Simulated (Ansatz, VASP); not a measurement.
# Y in two plane-wave programs

One calculation is typed for both programs; each brings its own data sets. How far apart do they land? The cell is taken from a series of runs on this material, whose earlier steps may have relaxed, scaled, displaced or heated it; both programs get it as it stands.

Method: plane waves, with VASP 6.6.1 beside it; zone-centre phonons at PBEsol, in Ansatz 0.2.0.

### Step 1. The starting structure

It takes space group P6_3/mmc (No. 194, hexagonal). The conventional cell has a = 3.548 Å, b = 3.548 Å, c = 5.512 Å, α = 90.00°, β = 90.00°, γ = 120.00°. Y has 12 Y at 3.43 to 3.55 Å nearest.

### Step 2. VASP: zone-centre phonons, PBEsol, pair 1

Second derivatives magnify differences that forces hide, and they need a tight electronic threshold.

Lines of VASP's logs that name or quote its potential files are left out, and so is its time.

File INCAR:

```
SYSTEM = Y
PREC = Accurate
ENCUT = 500
EDIFF = 1E-08
NELM = 120
ISMEAR = 1
SIGMA = 0.2
LREAL = .FALSE.
ALGO = Normal
GGA = PS
NBANDS = 17
LASPH = .TRUE.
LORBIT = 11
LWAVE = .FALSE.
LCHARG = .FALSE.
ISIF = 2
IBRION = 8
GGA_COMPAT = .FALSE.
KPAR = 2
```

File POSCAR:

```
Y
1.0
    3.5480790605      0.0000000000      0.0000000000
   -1.7740395302      3.0727266010      0.0000000000
    0.0000000000      0.0000000000      5.5120710872
Y
2
Direct
    0.3333333334      0.6666666668      0.2500000000
    0.6666666668      0.3333333334      0.7500000000
```

File KPOINTS:

```
Automatic mesh
0
Gamma
15 15 8
0 0 0
```

Potentials, in the order of the species: Y_sv (PBE family, release 64).

On the command line:

```
> mpirun -np 2 vasp_std
```

Numbers of over 12 decimals in the logs are rounded to 6 here.

Log:

```text
[banner, memory and clock lines left out]
running    2 mpi-ranks, on    1 nodes
 distrk:  each k-point on    1 cores,    2 groups
 distr:  one band on    1 cores,    1 groups

 POSCAR found type information on POSCAR Y
 POSCAR found :  1 types and       2 ions
|                                                                             |
|               ----> ADVICE to this user running VASP <----                  |
|                                                                             |
|     You enforced a specific xc type in the INCAR file but a different       |
|     [... a line on the potential file left out ...]
|     I HOPE YOU KNOW WHAT YOU ARE DOING!                                     |
|                                                                             |

 LDA part: xc-table for (Slater+PW92), standard interpolation
 POSCAR, INCAR and KPOINTS ok, starting setup
 FFT: planning ... GRIDC
 FFT: planning ... GRID_SOFT
 FFT: planning ... GRID
 WAVECAR not read
 entering main loop
       N       E                     dE             d eps       ncg     rms          rms(c)
DAV:   1     0.878810935488E+02    0.87881E+02   -0.11321E+04  4590   0.121E+03
DAV:   2    -0.671658531787E+01   -0.94598E+02   -0.93206E+02  5731   0.267E+02
DAV:   3    -0.138316626676E+02   -0.71151E+01   -0.70500E+01  8135   0.449E+01
DAV:   4    -0.140246904160E+02   -0.19303E+00   -0.19291E+00  5580   0.743E+00
DAV:   5    -0.140285709890E+02   -0.38806E-02   -0.38802E-02  6839   0.831E-01    0.350E+01
DAV:   6    -0.136899396814E+02    0.33863E+00   -0.43168E-01  4921   0.425E+00    0.216E+01
DAV:   7    -0.136404447928E+02    0.49495E-01   -0.84770E-01  6313   0.539E+00    0.182E+00
DAV:   8    -0.136277346660E+02    0.12710E-01   -0.14396E-01  5737   0.233E+00    0.616E-01
DAV:   9    -0.136274658998E+02    0.26877E-03   -0.46198E-03  6509   0.447E-01    0.233E-01
DAV:  10    -0.136274762310E+02   -0.10331E-04   -0.88546E-04  5488   0.262E-01    0.104E-01
DAV:  11    -0.136274762357E+02   -0.47239E-08   -0.53288E-05  6970   0.573E-02    0.624E-02
DAV:  12    -0.136274722046E+02    0.40311E-05   -0.88490E-06  5391   0.235E-02    0.229E-02
DAV:  13    -0.136274725961E+02   -0.39148E-06   -0.20376E-06  5319   0.132E-02    0.995E-04
DAV:  14    -0.136274726529E+02   -0.56750E-07   -0.11390E-07  7557   0.142E-03    0.116E-03
DAV:  15    -0.136274726000E+02    0.52885E-07   -0.54821E-09  3619   0.733E-04    0.116E-03
DAV:  16    -0.136274725986E+02    0.13974E-08   -0.15723E-09  3100   0.284E-04
   1 F= -.13627473E+02 E0= -.13627031E+02  d E =-.132510E-02
 Linear response reoptimize wavefunctions to high precision
DAV:   1    -0.136274725950E+02    0.36284E-08   -0.23195E-10  3180   0.106E-04
DAV:   2    -0.136274725949E+02    0.13642E-10   -0.58070E-11  2949   0.403E-05
 Linear response DOF=           2
 Linear response progress:
  Degree of freedom:   1/  2
       N       E                     dE             d eps       ncg     rms          rms(c)
RMM:   1    -0.268067840464E+00   -0.26807E+00    0.40298E+00 22599   0.108E+01
RMM:   2    -0.254550567208E+00    0.13517E-01   -0.19196E-01 33003   0.201E+00    0.171E-01
RMM:   3    -0.256035069941E+00   -0.14845E-02   -0.15456E-02 38910   0.612E-01    0.832E-02
RMM:   4    -0.256432040333E+00   -0.39697E-03   -0.25707E-03 45286   0.221E-01    0.296E-02
RMM:   5    -0.256479799196E+00   -0.47759E-04   -0.48062E-04 47630   0.951E-02    0.186E-02
RMM:   6    -0.256376825920E+00    0.10297E-03   -0.10068E-04 48071   0.364E-02    0.554E-03
RMM:   7    -0.256322303894E+00    0.54522E-04   -0.91912E-05 48583   0.190E-02    0.175E-03
RMM:   8    -0.256310509907E+00    0.11794E-04   -0.90372E-05 48444   0.102E-02    0.134E-03
RMM:   9    -0.256299707936E+00    0.10802E-04   -0.57089E-05 49028   0.652E-03    0.828E-04
RMM:  10    -0.256294009163E+00    0.56988E-05   -0.37105E-05 48379   0.447E-03    0.368E-04
RMM:  11    -0.256297044570E+00   -0.30354E-05   -0.21368E-05 49595   0.329E-03    0.261E-04
RMM:  12    -0.256296299695E+00    0.74487E-06   -0.12855E-05 49447   0.258E-03    0.236E-04
RMM:  13    -0.256296797045E+00   -0.49735E-06   -0.81436E-06 49084   0.212E-03    0.476E-04
RMM:  14    -0.256296108788E+00    0.68826E-06   -0.52051E-06 47963   0.182E-03    0.312E-04
[...]
RMM:  18    -0.256294715787E+00    0.12713E-05   -0.91345E-07 44869   0.114E-03    0.173E-04
RMM:  19    -0.256294299777E+00    0.41601E-06   -0.64193E-07 46412   0.102E-03    0.124E-04
RMM:  20    -0.256294069493E+00    0.23028E-06   -0.35758E-07 47864   0.930E-04    0.112E-04
RMM:  21    -0.256293580860E+00    0.48863E-06   -0.23504E-07 46594   0.861E-04    0.580E-05
RMM:  22    -0.256293161391E+00    0.41947E-06   -0.65438E-08 47136   0.798E-04    0.207E-05
RMM:  23    -0.256292768129E+00    0.39326E-06   -0.19357E-08 47103   0.744E-04    0.331E-05
RMM:  24    -0.256292689956E+00    0.78174E-07    0.51712E-08 48367   0.692E-04    0.258E-05
RMM:  25    -0.256292690162E+00   -0.20596E-09    0.99383E-08 47882   0.651E-04    0.116E-05
 first order change of Fermi-energy   0.23530E-04
 force on displaced ion       1 direction 1 :  -1.354   0.000   0.000
 Linear response progress:
  Degree of freedom:   2/  2
       N       E                     dE             d eps       ncg     rms          rms(c)
RMM:   1    -0.311967793788E+00   -0.31197E+00    0.42054E+00  7678   0.108E+01
RMM:   2    -0.302424637666E+00    0.95432E-02   -0.19932E-01 11288   0.197E+00    0.372E-01
RMM:   3    -0.304776467667E+00   -0.23518E-02   -0.14171E-02 12541   0.589E-01    0.179E-01
RMM:   4    -0.305482731691E+00   -0.70626E-03   -0.22761E-03 14660   0.233E-01    0.358E-02
RMM:   5    -0.305374240082E+00    0.10849E-03   -0.43261E-04 15157   0.969E-02    0.199E-02
RMM:   6    -0.305257764787E+00    0.11648E-03   -0.10341E-04 16037   0.440E-02    0.847E-03
RMM:   7    -0.305069085808E+00    0.18868E-03   -0.26464E-05 15605   0.188E-02    0.548E-03
RMM:   8    -0.305051385105E+00    0.17701E-04   -0.12708E-05 15964   0.986E-03    0.116E-03
RMM:   9    -0.305037532218E+00    0.13853E-04   -0.25816E-06 16316   0.540E-03    0.486E-04
RMM:  10    -0.305030974996E+00    0.65572E-05    0.27236E-06 16338   0.333E-03    0.265E-04
RMM:  11    -0.305034281724E+00   -0.33067E-05    0.78742E-06 16287   0.230E-03    0.169E-04
RMM:  12    -0.305033747388E+00    0.53434E-06    0.86718E-06 16321   0.173E-03    0.177E-04
RMM:  13    -0.305034664343E+00   -0.91696E-06    0.81249E-06 16273   0.140E-03    0.311E-04
RMM:  14    -0.305033516795E+00    0.11475E-05    0.81656E-06 15703   0.119E-03    0.240E-04
RMM:  15    -0.305033042987E+00    0.47381E-06    0.71321E-06 16107   0.102E-03    0.226E-04
RMM:  16    -0.305033077467E+00   -0.34480E-07    0.62428E-06 15986   0.892E-04    0.257E-04
RMM:  17    -0.305033140966E+00   -0.63499E-07    0.51945E-06 15965   0.795E-04    0.290E-04
RMM:  18    -0.305033070335E+00    0.70632E-07    0.42239E-06 15722   0.721E-04    0.298E-04
RMM:  19    -0.305033044104E+00    0.26231E-07    0.33448E-06 15932   0.661E-04    0.312E-04
RMM:  20    -0.305032768867E+00    0.27524E-06    0.28801E-06 15449   0.619E-04    0.284E-04
 first order change of Fermi-energy   0.44286E-04
 force on displaced ion       1 direction 3 :  -0.000   0.000  -4.199
 Linear response finished
```

Parts of OUTCAR (step 2):

```text
ion  position               nearest neighbor table
   1  0.333  0.667  0.250-   2 3.43   2 3.43   2 3.43   2 3.43   2 3.43   2 3.43
   2  0.667  0.333  0.750-   1 3.43   1 3.43   1 3.43   1 3.43   1 3.43   1 3.43

  LATTYP: Found a hexagonal cell.
 ALAT       =     3.5480790605
 C/A-ratio  =     1.5535367147

 Subroutine GETGRP returns: Found 24 space group operations
 (whereof 12 operations were pure point group operations)

The static configuration has the point symmetry D_3d.
 The point group associated with its full space group is D_6h.

 Found    135 irreducible k-points:

   k-points           NKPTS =    135   k-points in BZ     NKDIM =    135   number of bands    NBANDS=     17

   dimension x,y,z NGX =    28 NGY =   28 NGZ =   40
   dimension x,y,z NGXF=    56 NGYF=   56 NGZF=   80

   ENCUT  =  500.0 eV  36.75 Ry    6.06 a.u.   6.47  6.47 10.05*2*pi/ulx,y,z

   NELECT =      22.0000    total number of electrons

 k-points in reciprocal lattice and weights: Automatic mesh
   0.00000000  0.00000000  0.00000000       0.001
   0.06666667  0.00000000  0.00000000       0.003
   0.13333333  0.00000000  0.00000000       0.003
   0.20000000 -0.00000000  0.00000000       0.003
   0.26666667  0.00000000  0.00000000       0.003
   0.33333333 -0.00000000  0.00000000       0.003
   0.40000000 -0.00000000  0.00000000       0.003
   0.46666667 -0.00000000  0.00000000       0.003
   0.06666667  0.06666667  0.00000000       0.003
[...]
0.33333333  0.26666667  0.50000000       0.007
   0.33333333  0.33333333  0.50000000       0.001

 average (electrostatic) potential at core
       1 -36.8705       2 -36.8705

  Total        0.6275877      0.6275877      0.6314994      0.0000000     -0.0000000      0.0000000
  in kB       16.7321975     16.7321975     16.8364871      0.0000000     -0.0000000      0.0000000
  external PRESSURE =      16.7669607 kB  Pullay stress =       0.0000000 kB

  energy-cutoff  :      500.00
  volume of cell :       60.09
      direct lattice vectors                 reciprocal lattice vectors
     3.548079061  0.000000000  0.000000000     0.281842649  0.162721929  0.000000000
    -1.774039530  3.072726601  0.000000000     0.000000000  0.325443858  0.000000000
     0.000000000  0.000000000  5.512071087     0.000000000  0.000000000  0.181420011

 POSITION                                       TOTAL-FORCE (eV/Angst)
 -----------------------------------------------------------------------------------
      0.00000      2.04848      1.37802        -0.000000      0.000000      0.000000
      1.77404      1.02424      4.13405         0.000000     -0.000000      0.000000
 -----------------------------------------------------------------------------------
    total drift:                               -0.000000     -0.000000     -0.000000

 Eigenvectors and eigenvalues of the dynamical matrix
 ----------------------------------------------------

   1 f  =    4.805017 THz    30.190812 2PiTHz  160.278113 cm-1    19.871944 meV
             X         Y         Z           dx          dy          dz
      0.000000  2.048484  1.378018    -0.000000    0.000000   -0.707107
      1.774040  1.024242  4.134053     0.000000    0.000000    0.707107

   2 f  =    2.728228 THz    17.141963 2PiTHz   91.003896 cm-1    11.283040 meV
             X         Y         Z           dx          dy          dz
      0.000000  2.048484  1.378018     0.611726    0.354670   -0.000000
      1.774040  1.024242  4.134053    -0.611726   -0.354670    0.000000

   3 f  =    2.728228 THz    17.141963 2PiTHz   91.003896 cm-1    11.283040 meV
             X         Y         Z           dx          dy          dz
      0.000000  2.048484  1.378018    -0.354670    0.611726    0.000000
      1.774040  1.024242  4.134053     0.354670   -0.611726    0.000000

   4 f  =    0.000000 THz     0.000000 2PiTHz    0.000002 cm-1     0.000000 meV
             X         Y         Z           dx          dy          dz
      0.000000  2.048484  1.378018     0.682658    0.184330    0.000000
      1.774040  1.024242  4.134053     0.682658    0.184330    0.000000

   5 f  =    0.000000 THz     0.000000 2PiTHz    0.000000 cm-1     0.000000 meV
             X         Y         Z           dx          dy          dz
      0.000000  2.048484  1.378018    -0.184330    0.682658   -0.000000
      1.774040  1.024242  4.134053    -0.184330    0.682658    0.000000

   6 f  =    0.000000 THz     0.000000 2PiTHz    0.000000 cm-1     0.000000 meV
             X         Y         Z           dx          dy          dz
      0.000000  2.048484  1.378018     0.000000    0.000000    0.707107
      1.774040  1.024242  4.134053    -0.000000    0.000000    0.707107

 ELASTIC MODULI CONTR FROM IONIC RELAXATION (kBar)
 Direction    XX          YY          ZZ          XY          YZ          ZX
 --------------------------------------------------------------------------------
 XX         -47.9127     47.9127      0.0000     -0.0000      0.0000      0.0000
 YY          47.9127    -47.9127     -0.0000     -0.0000     -0.0000     -0.0000
 ZZ           0.0000     -0.0000     -0.0000     -0.0000     -0.0000     -0.0000
 XY          -0.0000     -0.0000     -0.0000    -47.9127      0.0000      0.0000
 YZ           0.0000     -0.0000     -0.0000      0.0000     -0.0000     -0.0000
 ZX           0.0000     -0.0000     -0.0000      0.0000     -0.0000     -0.0000
 --------------------------------------------------------------------------------
```

Energies printed during the response cycles are not total energies of the cell. The PAW data sets were made with PBE, which is usual practice but a small mismatch for other functionals.

### Step 3. Ansatz: zone-centre phonons, PBEsol, pair 1

Ansatz runs on its PAW soft_1 files.

The same cell, functional, mesh and smearing now go to Ansatz, which takes its cutoff from its data sets.

File input.yaml:

```yaml
crystal:
  lattice:
    - [3.5480790605, 0.0, 0.0]
    - [-1.7740395302, 3.072726601, 0.0]
    - [0.0, 0.0, 5.5120710872]
  atoms:
    - { symbol: "Y", position: [0.3333333333, 0.6666666667, 0.25] }
    - { symbol: "Y", position: [0.6666666667, 0.3333333333, 0.75] }
kpoints:
  mp_grid: { grid: [15, 15, 8] }
hamiltonian:
  xc: pbesol
  pseudopotentials: { kind: paw, azcp: { folder: soft_1 }, xc_functional: pbe }
scf:
  occupations: { method: methfessel_paxton, width: 0.2 }
output:
  eigenvalues: true
phonons:
  method: dfpt
```

On the command line:

```
> ansatz run input.yaml --threads 4 --pin off --max-ram 10240MiB --backend cpu --events-out ev --progress --plain --runs-dir out
```

Log:

```text
zone centre: on kpoints.mp_grid the ground state, and the responses unless they are solved on pairs of k-points, stand on 320 of the mesh's 1800 k-points, reduced under 4 symmetry operations, with k and −k counted as one. Each operation leaves every solved displacement unchanged or reverses it
Engine: ansatz 0.2.0, x86_64-unknown-linux-gnu
Pseudopotentials: kind: paw
Pseudopotential: Y, paw, valence charge 11, recommended cutoff 420 eV (normal), soft_1/Y.paw.azcp
Functional definition: PBEsol
  exchange = pbesol_x
  correlation = pbesol_c
Crystal: 2 atoms, lattice volume = 60.094 Å³
Basis set: ecut = 420 eV, 1153 PW (Γ), exchange–correlation on 48×48×80 points (8 copies of the dense FFT grid, shifted against one another)
Bands: 15, of which v1, the nominal top of the filled ones, is band 11 counted from 1 (10 counted from 0)
Symmetry: 24 space group operations
k-points: 320 of 1800 (irreducible under 4 space group operations, time reversal used)
Non-local potential: Y, projectors of the file, l = 0: 3, l = 1: 2, l = 2: 2, l = 3: 1
PAW form: soft (Blöchl's): semilocal exchange-correlation on the pseudo side does not see the compensation charge
PAW frozen core: Y, regenerated for the run's functional, and the local potential with it (the file was generated under x = pbe(κ = 0.804, μ = 0.219515), c = pbe(β = 0.066725))
PAW one-centre angular grid: Y, 590 points (default); XC on 64 Gauss nodes
Initial density: superposition of atomic densities (chi_scale 0.1, normalization cell)
Initial wavefunctions: pseudopotential atomic-orbital guess
Functional: x = pbesol(κ = 0.804, μ = 0.123457), c = pbesol(β = 0.046)
SCF iter   1: F=—  HF=-7590.236003 eV  |F-HF|=—  |Δ(HF+E_count)|=         —  Δρ=1.41e-2  dr2=1.80e-1  ethr=3.10e-3  ⟨swp⟩=4.4  Hψ=20415  notcnv=0
preconditioner: auto → Kerker (q_TF=auto, 2.308 Å⁻¹)  [metal: Δε(μ)=0.008 eV  Ē_g=2.720 eV  σ=0.200 eV  W_gap=0.03  n_scr=10 (ndim 8)  ℏωp=11.7 eV  f_vac=0.000  D(μ)=3.63/eV (n_scr^D=34)]
SCF iter   2: F=—  HF=-7590.196439 eV  |F-HF|=—  |Δ(HF+E_count)|=   3.96e-2  S|Δr|=    0.00e0  Δρ=8.73e-3  dr2=6.96e-2  ethr=8.19e-4  ⟨swp⟩=1.0  Hψ=7360  notcnv=0
SCF iter   3: F=—  HF=-7590.172989 eV  |F-HF|=—  |Δ(HF+E_count)|=   2.35e-2  S|Δr|=    0.00e0  Δρ=1.40e-3  dr2=1.22e-3  ethr=3.17e-4  ⟨swp⟩=2.9  Hψ=8436  notcnv=0
SCF iter   4: F=—  HF=-7590.172882 eV  |F-HF|=—  |Δ(HF+E_count)|=   1.07e-4  S|Δr|=    0.00e0  Δρ=2.30e-4  dr2=2.65e-5  ethr=5.53e-6  ⟨swp⟩=2.2  Hψ=6474  notcnv=0
SCF iter   5: F=—  HF=-7590.172875 eV  |F-HF|=—  |Δ(HF+E_count)|=   6.27e-6  S|Δr|=    0.00e0  Δρ=4.88e-5  dr2=9.03e-7  ethr=1.20e-7  ⟨swp⟩=2.0  Hψ=8262  notcnv=0
SCF iter   6: F=—  HF=-7590.172875 eV  |F-HF|=—  |Δ(HF+E_count)|=   4.37e-7  S|Δr|=    0.00e0  Δρ=7.51e-6  dr2=2.39e-8  ethr=4.10e-9  ⟨swp⟩=1.0  Hψ=4808  notcnv=0
SCF iter   7: F=—  HF=-7590.172875 eV  |F-HF|=—  |Δ(HF+E_count)|=   5.02e-9  S|Δr|=    0.00e0  Δρ=1.54e-6  dr2=9.91e-10  ethr=1.09e-10  ⟨swp⟩=1.7  Hψ=6287  notcnv=0
SCF iter   8: F=-7590.172875 eV  HF=-7590.172875 eV  |F-HF|=9.09e-13  |Δ(HF+E_count)|=  1.63e-10  S|Δr|=    0.00e0  Δρ=1.29e-7  dr2=6.91e-12  ethr=1.00e-12  ⟨swp⟩=4.1  Hψ=23753  notcnv=0
SCF 1 converged in 8 iterations: F = -7590.172875 eV  dr2 = 6.91e-12
  greatest PAW one-centre occupation: 0.993 electrons in one spin orbital (limit 2), on the Y atom at site 1 (counted from 0), in its partial waves of l = 0
DFPT response loops at Γ: preconditioner auto → Kerker (q_TF=auto, 2.308 Å⁻¹) (partly filled bands, converged f_vac=0.000); β = 1.00, the filter's whole step (`scf.mixing.beta` (0.50) is not read by the response loops under this deck's `scf.mixing.preconditioner`; to damp them name `kerker` or `kerker_dos`, under which they read `scf.mixing.beta`, and type it under 1.00, their step now; both keys bind the ground state too); Broyden in place of MSR1
SCF converged after 8 iterations
Stability not checked: this state was not tested for a lower state beside it, because cold or Methfessel-Paxton smearing, or corrected tetrahedra, fill the levels in a way that the test cannot read (fill_not_monotonic; see scf.lower_state_search)
Free energy (F): -7590.172875 eV
Harris-Foulkes:  -7590.172875 eV  (|F-HF|=9.09e-13)
Internal energy: -7590.171494 eV  (E = F + TS)
E sigma→0 (E₀):  -7590.172530 eV
Entropy (-TS):   -0.001381 eV (-0.690 meV/atom)
Fermi energy:    10.301240 eV
--- Per-component energies (eV) ---
  E_band       = -218.076938
  E_kinetic    = 633.277521
  E_local      = -1142.081105  (includes V_loc(G=0)·N_el)
  E_nonlocal   = 57.552899
  E_hartree    = 361.213729
  E_xc         = -354.521625
  E_vxc        = -409.912833  (∫ρ·V_xc dr)
  E_paw        = -5527.806906  (= ΣΔE_a)
  E_vpaw       = -79.340950  (= ΣTr[D̂ρ^β])
  E_aug_tail   = 0.000046  (compensation charges beyond the density's cutoff)
  E_ewald      = -1618.103599
  E_core_change = 0.297547  (= ΣΔE_core)
  E_smearing   = -0.001381  (= −TS)
  E_closure    = -0.000000  (closes the sum)
  Σ components = -7590.172875   (vs F -7590.172875, Δ=0.00e0)
--- Band table (eV; the first three rows and the last of 320) ---
  k-point 0: bands = [... 7 lower, -11.6691, 5.5177, 8.3158, 11.5637, 12.0975, 12.0975, 12.5281, 12.7976]
  k-point 1: bands = [... 7 lower, -11.7028, 5.6324, 8.2688, 11.4235, 12.0248, 12.0248, 12.4150, 12.6917]
  k-point 2: bands = [... 7 lower, -11.7401, 5.9633, 8.0757, 11.1795, 11.9228, 11.9228, 12.1090, 12.4484]
  k-point 319: bands = [... 7 lower, -11.8211, 8.9097, 8.9097, 10.4687, 10.4687, 11.0942, 11.0942, 12.9721]
--- Phonons (Γ-DFPT): 2 representative perturbations + reference, on 320 of 1800 k-points (Σ response iterations 6) ---
  k mesh reduced under 4 symmetry operations, with k and −k counted as one. Each operation leaves every solved displacement unchanged or reverses it
  ASR residual: 3.351e-5 → 0.000e0 eV/Å²; symmetrization residual: 1.609e-10 eV/Å²
  ASR residual per site (eV/Å²): 3.35e-5 3.35e-5
  Γ frequencies (cm⁻¹): 0.00 0.00 0.00 90.87 90.87 160.83
  non-analytic LO–TO correction: not included (Born effective charges unavailable; polar crystals: no LO–TO splitting at Γ)
```

### Step 4. Comparison

Known differences besides the potentials themselves: the cutoff is 420 eV in Ansatz and 500 eV in VASP; Ansatz makes its cores anew for this functional, VASP keeps those of its PBE data sets. Total energies have different zeros and are not compared.

Compared:

```csv
quantity,Ansatz,VASP,difference
optical mode 1 to 2 (cm⁻¹),90.9,91.0,-0.15 %
optical mode 3 (cm⁻¹),160.8,160.3,+0.34 %
```

Modes are paired by rising frequency, not by their patterns, so a pair may set unlike modes beside each other; they are those without the splitting of longitudinal modes.

(Part 1 of 2 ends here.)

[Lines on the potential files, build, host, timing and source positions are cut from VASP's logs without a mark.]

[Logs are printed without paths, hosts, clocks, repeated set-up lines and the standing remarks that a program may print on its own settings, such as how far it seeks lower states.]

[Hosts, paths, dates, database ids (printed as entryN), source tags and the programs' standing remarks are cut or masked in the printed files.]
